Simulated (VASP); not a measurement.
These are PBE GGA, VASP's PBE PAW potentials (set 64) (plane waves; VASP) values and carry that method's errors.

A VASP calculation is set up with these files.

**KPOINTS**
```
Automatic mesh
0
Gamma
5 5 1
0 0 0
```

POSCAR:
```
SnO
1
    3.7920030000     0.0000000000     0.0000000000
    0.0000000000     3.7920030000     0.0000000000
    0.0000000000     0.0000000000    16.2253540000
Sn O
2 2
Direct
  0.5000000000   0.0000000000   0.5685760000
  0.0000000000   0.5000000000   0.4314240000
  0.0000000000   0.0000000000   0.5000000000
  0.5000000000   0.5000000000   0.5000000000
```

### INCAR
```
SYSTEM  =  SnO
PREC  =  Accurate; ENCUT  =  400; LREAL  =  .FALSE.
LASPH  =  .TRUE.
EDIFF  =  1E-6; NELM  =  100; ALGO  =  Normal
LMAXMIX  =  4
ISMEAR  =  0; SIGMA  =  0.2
GGA  =  PE
ISIF  =  2
LWAVE  =  .FALSE.; LCHARG  =  .FALSE.
```

POTCAR, in this order: Sn_d O (PBE.64 set). Program: vasp_std.

The resulting files:

OSZICAR:
```
       N       E                     dE             d eps       ncg     rms          rms(c)
DAV:   1     0.355066449745E+03    0.35507E+03   -0.17828E+04   320   0.138E+03
DAV:   2     0.271774575439E+02   -0.32789E+03   -0.32377E+03   352   0.361E+02
DAV:   3    -0.243219363032E+02   -0.51499E+02   -0.51343E+02   344   0.168E+02
DAV:   4    -0.263374543421E+02   -0.20155E+01   -0.20141E+01   360   0.374E+01
DAV:   5    -0.263781681404E+02   -0.40714E-01   -0.40711E-01   368   0.516E+00    0.118E+01
DAV:   6    -0.224289986661E+02    0.39492E+01   -0.24236E+01   472   0.501E+01    0.451E+00
DAV:   7    -0.225035732273E+02   -0.74575E-01   -0.22309E+00   320   0.907E+00    0.284E+00
DAV:   8    -0.224940236359E+02    0.95496E-02   -0.74477E-01   480   0.750E+00    0.122E+00
DAV:   9    -0.224600655177E+02    0.33958E-01   -0.26304E-01   456   0.512E+00    0.288E-01
DAV:  10    -0.224646731792E+02   -0.46077E-02   -0.22132E-02   416   0.127E+00    0.215E-01
DAV:  11    -0.224635380638E+02    0.11351E-02   -0.11180E-02   432   0.108E+00    0.581E-02
DAV:  12    -0.224636453786E+02   -0.10731E-03   -0.10503E-03   384   0.297E-01    0.544E-02
DAV:  13    -0.224636060187E+02    0.39360E-04   -0.43712E-04   448   0.218E-01    0.174E-02
DAV:  14    -0.224636391450E+02   -0.33126E-04   -0.58694E-05   432   0.104E-01    0.121E-02
DAV:  15    -0.224636993646E+02   -0.60220E-04   -0.21718E-05   368   0.410E-02    0.965E-03
DAV:  16    -0.224637892133E+02   -0.89849E-04   -0.15294E-05   320   0.325E-02    0.569E-03
DAV:  17    -0.224638132208E+02   -0.24008E-04   -0.26658E-06   256   0.268E-02    0.165E-03
DAV:  18    -0.224638550117E+02   -0.41791E-04   -0.25222E-06   240   0.112E-02    0.266E-03
DAV:  19    -0.224638575257E+02   -0.25140E-05   -0.44174E-07   264   0.458E-03    0.212E-03
DAV:  20    -0.224638593717E+02   -0.18459E-05   -0.85207E-07   240   0.771E-03    0.351E-04
DAV:  21    -0.224638599014E+02   -0.52976E-06   -0.13238E-07   224   0.272E-03
   1 F= -.22463860E+02 E0= -.22463860E+02  d E =-.540523E-11
```

**OUTCAR**
```
------------------------ aborting loop because EDIFF is reached ----------------------------------------
  FORCE on cell =-STRESS in cart. coord.  units (eV):
  Direction    XX          YY          ZZ          XY          YZ          ZX
  --------------------------------------------------------------------------------------
  Total        2.0915093      2.0915093      2.3592372      0.0000000      0.0000000      0.0000000
  in kB       14.3627912     14.3627912     16.2013299      0.0000000      0.0000000      0.0000000
  external PRESSURE =      14.9756375 kB  Pullay stress =       0.0000000 kB
  volume of cell :      233.31
      direct lattice vectors                 reciprocal lattice vectors
     3.792003000  0.000000000  0.000000000     0.263712872  0.000000000  0.000000000
     0.000000000  3.792003000  0.000000000     0.000000000  0.263712872  0.000000000
     0.000000000  0.000000000 16.225354000     0.000000000  0.000000000  0.061631937
 POSITION                                       TOTAL-FORCE (eV/Angst)
 -----------------------------------------------------------------------------------
      1.89600      0.00000      9.22535         0.000000      0.000000      1.646634
      0.00000      1.89600      7.00001         0.000000      0.000000     -1.646634
      0.00000      0.00000      8.11268         0.000000     -0.000000     -0.000000
      1.89600      1.89600      8.11268         0.000000      0.000000     -0.000000
 -----------------------------------------------------------------------------------
    total drift:                                0.000000     -0.000000      0.000000
  FREE ENERGIE OF THE ION-ELECTRON SYSTEM (eV)
  ---------------------------------------------------
  free  energy   TOTEN  =       -22.4638599014 eV

  energy  without entropy=      -22.4638599014  energy(sigma->0) =      -22.46385990
```
(Selected blocks of OUTCAR.)

At this cut-off the stress carries a Pulay error, which pulls relaxed volumes low. The cell holds a wide vacuum, so values per volume refer to the whole cell.

The cell is a sheet with vacuum, built from a generated structure.
